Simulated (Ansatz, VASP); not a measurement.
Two plane-wave programs on CoC3

```
Co C
1.0
     3.11885    0.00000    0.00000
     0.00000    3.11885    0.00000
     0.00000    0.00000    3.11885
Co C
1 3
Direct
  0.00000 0.00000 0.00000
  0.00000 0.50000 0.50000
  0.50000 0.00000 0.50000
  0.50000 0.50000 0.00000
```

Alike in both runs: functional PBE; k mesh 14 × 14 × 14; occupations gaussian, width 0.1 eV; no spin polarisation.

Ansatz relaxed the structure, and its values are those at the end. VASP's run is a single point on that final structure, the one shown.

|  | VASP | Ansatz |
| --- | --- | --- |
| version | VASP 6.6.1 | Ansatz 0.2.0 |
| potentials or method | VASP PAW PBE potentials, release 64 (Co, C) | scalar-relativistic, plane waves, PAW |
| plane-wave cutoff (eV) | 520 | 420 |
| valence electrons in the cell | 21 | 29 |

```csv
,VASP,Ansatz,Ansatz less VASP
gap on the k mesh at the Fermi level (eV),none,none,-
pressure (GPa),0.0,0.0,-0.03
```

A gap of «none» marks a metal or a gap that the smearing closes. The two sets of potentials don't hold the same shells in valence.

Spin polarisation is off, so any magnetic state and its effect on volume and gap are missing.
